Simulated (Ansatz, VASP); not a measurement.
# Al2Si in VASP and in Ansatz

Contents of INCAR:

```
PREC     = Accurate       # precision mode
ENCUT    = 520            # plane-wave cutoff, eV
EDIFF    = 1E-6           # SCF threshold, eV
ISMEAR   = 0              # smearing method
SIGMA    = 0.1            # smearing width, eV
LREAL    = F              # projectors in reciprocal space
LASPH    = T              # aspherical terms in the spheres
NELM     = 60             # most SCF steps
ALGO     = Normal         # electronic algorithm
ISIF     = 2              # what is computed and relaxed
LWAVE    = F              # write WAVECAR
LCHARG   = F              # write CHGCAR
GGA      = PE             # functional
NBANDS   = 19             # bands
```

The input KPOINTS:

```
Automatic mesh
0
Gamma
  6 6 2
```

Contents of POSCAR:

```
Al2Si
1.0
    2.9943017600      0.0000000000      0.0000000000
    0.0000000000      2.9943017600      0.0000000000
    0.0000000000      0.0000000000      8.9187940300
Al Si
4 2
Direct
    0.0000000000      0.0000000000      0.8261659700
    0.0000000000      0.0000000000      0.1738340300
    0.0000000000      0.0000000000      0.5000000000
    0.5000000000      0.5000000000      0.0000000000
    0.5000000000      0.5000000000      0.3319490000
    0.5000000000      0.5000000000      0.6680510000
```

Input for Ansatz:

```yaml
crystal:
  lattice:
    - [2.99430176, 0.0, 0.0]
    - [0.0, 2.99430176, 0.0]
    - [0.0, 0.0, 8.91879403]
  atoms:
    - { symbol: Al, position: [0.0, 0.0, 0.82616597] }
    - { symbol: Al, position: [0.0, 0.0, 0.17383403] }
    - { symbol: Al, position: [0.0, 0.0, 0.5] }
    - { symbol: Al, position: [0.5, 0.5, 0.0] }
    - { symbol: Si, position: [0.5, 0.5, 0.331949] }
    - { symbol: Si, position: [0.5, 0.5, 0.668051] }
basis:
  ecutwfc: 420
kpoints:
  mp_grid: { grid: [6, 6, 2] }
hamiltonian:
  xc: pbe
scf:
  occupations: { method: gaussian, width: 0.1 }
  lower_state_search: "off"
output:
  forces: true
  stress: true
  eigenvalues: true
```

Change from the starting cell: species swapped into the Fe2Si type (P4/mmm, No. 123).

Alike in both runs: task single point; functional PBE; k mesh 6 × 6 × 2; occupations gaussian, width 0.1 eV; no spin polarisation.

|  | VASP | Ansatz |
| --- | --- | --- |
| version | VASP 6.6.1 | Ansatz 0.2.0 |
| potentials or method | VASP PAW PBE potentials, release 64 (Al, Si) | scalar-relativistic, plane waves, PAW |
| plane-wave cutoff (eV) | 520 | 420 |
| valence electrons in the cell | 20 | 20 |

|  | VASP | Ansatz | Ansatz less VASP |
| --- | --- | --- | --- |
| gap on the k mesh at the Fermi level (eV) | none | none | - |
| pressure (GPa) | 22.3 | 22.3 | +0.07 |
| largest component of the traceless stress (GPa) | 4.30 | 4.30 | -0.009 |
| rms of the force components (eV/Å) | 0.103 | 0.103 | +0.0006 |

Atom by atom the forces differ by 0.001 eV/Å (rms over components). A gap of «none» marks a metal or a gap that the smearing closes.

Caveats: so large a pressure means that the cell lies far from this level's equilibrium, or that cutoff or potentials fall short (VASP).
